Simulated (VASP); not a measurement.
Input:

```
AsB
1.0
    0.00000     2.39321     2.39321
    2.39321     0.00000     2.39321
    2.39321     2.39321     0.00000
B As
1 1
Direct
  0.00000   0.00000   0.00000
  0.25000   0.25000   0.25000
```

Computed with r2SCAN meta-GGA, VASP's PBE PAW potentials (set 64) (plane waves; VASP). Run with 650 eV cut-off, 9×9×9 Γ-centred mesh, Gaussian smearing of 0.050 eV, potentials B As.

**Question.** Give the elastic stiffness tensor with the ions relaxed (GPa, in the frame of the cell).

**Answer.** 
|  | xx | yy | zz | yz | xz | xy |
|---|---|---|---|---|---|---|
| xx | 291 | 68.4 | 68.4 | 0.0 | 0.0 | 0.0 |
| yy | 68.4 | 291 | 68.4 | 0.0 | 0.0 | 0.0 |
| zz | 68.4 | 68.4 | 291 | 0.0 | 0.0 | 0.0 |
| yz | 0.0 | 0.0 | 0.0 | 158 | 0.0 | 0.0 |
| xz | 0.0 | 0.0 | 0.0 | 0.0 | 158 | 0.0 |
| xy | 0.0 | 0.0 | 0.0 | 0.0 | 0.0 | 158 |

**Question.** Estimate the Hill bulk modulus, Hill shear modulus, Young's modulus, Poisson's ratio.

**Answer.** 
```yaml
hill_bulk_modulus: 142 GPa
hill_shear_modulus: 137 GPa
Young's modulus: 311 GPa
Poisson's ratio: 0.136
```

Measured: C11 285 GPa (computed value off by +1.9 %), C12 79.5 GPa (computed value off by -14.0 %), as given by Joon Sang Kang et al., Applied Physics Letters (2019), arXiv:1911.11281. The calculation is for a static lattice, while the measured C11, C12 hold thermal and zero-point effects, which are part of the difference.

The compound is BAs in the zinc blende structure. It was relaxed first.
